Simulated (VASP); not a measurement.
A periodic (110) film of SiC (zinc blende) under uniaxial in-plane strain, normal axis and ions relaxed with LDA. Gaps from mBJ in VASP (PAW), over mesh and path in the film cell's folded zone.

| strain (%) | gap (eV) |
|---|---|
| -1 | 2.192 |
| +1 | 2.260 |

Take the line through the two rows and predict the gap at -2 %.

The slope is 0.034 eV per cent, which gives 2.226 + (0.034)(-2) = 2.16 eV. The run gave 2.06 eV, -0.10 eV from the line, so the dependence isn't linear over this range; another valley or band may have taken over.

The compound is SiC in the zinc blende structure.
